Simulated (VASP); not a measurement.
A convergence study with VASP on Ag (space group Fm-3m): a few settings are varied, all else stays as given below, so the limit is that of these other settings.

```xyz
1
Lattice="0.0000 2.0552 2.0552 2.0552 0.0000 2.0552 2.0552 2.0552 0.0000" Properties=species:S:1:pos:R:3 pbc="T T T"
Ag     0.0000     0.0000     0.0000
```

Level of theory: PBE GGA, VASP's PBE PAW potentials (set 64) (plane waves; VASP). The last row used: 300 eV cut-off, 14×14×14 Γ-centred mesh, Fermi-Dirac smearing of 0.10 eV, potentials Ag.

| setting | E (eV/atom) | pressure (GPa) | irreducible k-points |
|---|---|---|---|
| EDIFF = 1E-01 | -2.7249 | 8.50 | 104 |
| EDIFF = 1E-02 | -2.7249 | 8.49 | 104 |
| EDIFF = 1E-03 | -2.7220 | 2.38 | 104 |
| EDIFF = 1E-04 | -2.7220 | 2.38 | 104 |
| EDIFF = 1E-05 | -2.7220 | 2.39 | 104 |
| EDIFF = 1E-06 | -2.7220 | 2.46 | 104 |
| EDIFF = 1E-07 | -2.7220 | 2.46 | 104 |
| EDIFF = 1E-08 | -2.7220 | 2.46 | 104 |
| EDIFF = 1E-10 | -2.7220 | 2.46 | 104 |
| EDIFF = 1E-12 | -2.7220 | 2.46 | 104 |

Left out are rungs that failed or repeat a setting and relaxations that didn't move; long series are thinned to 24 rows.

The structure is a typed Ag crystal (space group no. 225). The cell was not relaxed at this level.
